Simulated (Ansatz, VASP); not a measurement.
Rb3Mg in VASP and in Ansatz

The input INCAR:

```
SYSTEM = Rb3Mg
  PREC = Accurate
  ENCUT = 520
  EDIFF = 1E-7
  ISMEAR = -1
  SIGMA = 0.05
  LREAL = .FALSE.
  LASPH = .TRUE.
  NELM = 60
  ALGO = Normal
  ISIF = 2
  LWAVE = .FALSE.
  LCHARG = .FALSE.
  GGA = PE
  NBANDS = 22
```

Contents of KPOINTS:

```
Automatic mesh
0
G
  6 6 6
  0 0 0
```

POSCAR

```
Rb3Mg
1.0
   -3.2697359097      3.2697359097      6.2689987849
    3.2697359097     -3.2697359097      6.2689987849
    3.2697359097      3.2697359097     -6.2689987849
Rb Mg
3 1
Direct
    0.2500000000      0.7500000000      0.5000000000
    0.7500000000      0.2500000000      0.5000000000
    0.5000000000      0.5000000000      0.0000000000
    0.0000000000      0.0000000000      0.0000000000
```

input.yaml

```yaml
crystal:
  lattice:
    - [-3.2697359097, 3.2697359097, 6.2689987849]
    - [3.2697359097, -3.2697359097, 6.2689987849]
    - [3.2697359097, 3.2697359097, -6.2689987849]
  atoms:
    - { symbol: Rb, position: [0.25, 0.75, 0.5] }
    - { symbol: Rb, position: [0.75, 0.25, 0.5] }
    - { symbol: Rb, position: [0.5, 0.5, 0.0] }
    - { symbol: Mg, position: [0.0, 0.0, 0.0] }
hamiltonian:
  xc: pbe
  pseudopotentials: { kind: paw }
kpoints:
  mp_grid: { grid: [6, 6, 6] }
scf:
  occupations: { method: fermi_dirac, width: 0.05 }
output:
  forces: true
  stress: true
  eigenvalues: true
```

Change from the starting cell: volume scaled by 1.04.

Alike in both runs: task single point; functional PBE; k mesh 6 × 6 × 6; occupations fermi-dirac, width 0.05 eV; no spin polarisation.

```csv
,VASP,Ansatz
version,VASP 6.6.1,Ansatz 0.2.0
potentials or method,"VASP PAW PBE potentials, release 64 (Rb_sv, Mg)",Ansatz PAW
plane-wave cutoff (eV),520,420
valence electrons in the cell,29,37
```

```tsv
	VASP	Ansatz	Ansatz less VASP
gap on the k mesh at the Fermi level (eV)	none	none	-
pressure (GPa)	-0.1	-0.1	0.00
largest component of the traceless stress (GPa)	0.05	0.05	0.000
```

A gap of «none» marks a metal or a gap that the smearing closes. The two sets of potentials don't hold the same shells in valence.
